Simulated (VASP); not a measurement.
Here is the system:

```yaml
crystal:
  lattice:
    - [3.96612, 0.00000, 0.00000]
    - [0.00000, 3.96612, 0.00000]
    - [0.00000, 0.00000, 4.07732]
  atoms:
    - { symbol: Ba, position: [0.00000, 0.00000, 0.00389] }
    - { symbol: Ti, position: [0.50000, 0.50000, 0.52057] }
    - { symbol: O, position: [0.50000, 0.50000, 0.97100] }
    - { symbol: O, position: [0.00000, 0.50000, 0.48427] }
    - { symbol: O, position: [0.50000, 0.00000, 0.48427] }
```

Calculation: PBEsol GGA, VASP's PBE PAW potentials (set 64) (plane waves; VASP 6.6.1). Numerical set-up: 520 eV cut-off, Gaussian smearing of 0.050 eV, potentials Ba_sv Ti_sv O.

Unless said otherwise, spin-orbit coupling is left out, though it shifts the bands of the heavy elements here.

**Question.** What does the run give for the band gap (along the path) with the smallest direct gap where there is one?

**Answer.** 
```
Property                                Value
------------------------------------  -------
band gap (along the path)             1.77 eV
smallest direct gap (along the path)  2.21 eV
```

The compound is BaTiO3 in the tetragonal perovskite structure. It was relaxed first.
